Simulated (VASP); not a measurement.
TaN, 6 atoms in the cell. It takes space group P-62m (No. 189, hexagonal). Conventional cell: a = 5.196 Å, b = 5.196 Å, c = 2.911 Å, α = 90.00°, β = 90.00°, γ = 120.00°. Ta (site symmetry -62m) has 3 N at 2.04 Å as nearest neighbours. Ta (site symmetry -6) has 6 N at 2.16 Å as nearest neighbours. N (site symmetry m2m) is surrounded by 5 Ta at 2.04 to 2.16 Å. 

| Item | Value |
| --- | --- |
| Program | VASP 6.6.1 |
| Task | single point |
| Functional | RPBE |
| Potentials or basis | VASP PAW PBE potentials, release 64 (Ta_sv_GW, N_GW) |
| Cutoff | 550 eV |
| k mesh | 6 × 6 × 9 |
| Occupations | gaussian, width 0.05 eV |
| Spin | no spin polarisation |
| Further INCAR settings | ALGO = Fast; EDIFF = 1e-06 |

Potentials or basis: VASP PAW PBE potentials, release 64 (Ta_sv_GW, N_GW).

The run is started by

```console
$ cat potpaw_PBE.64/Ta_sv_GW/POTCAR potpaw_PBE.64/N_GW/POTCAR > POTCAR
$ mpirun -np 1 vasp_std > vasp.out
```

Hardware: 1 thread of AMD EPYC 9R45 96-Core Processor (Zen 5), with other jobs on the host.

**Question.** Estimate the wall time of this run.

**Answer.** Wall time 120 s on 1 thread of AMD EPYC 9R45 96-Core Processor (Zen 5), with other jobs on the host, peak memory 0.21 GiB. Counts: scf iterations 24, k points 35.
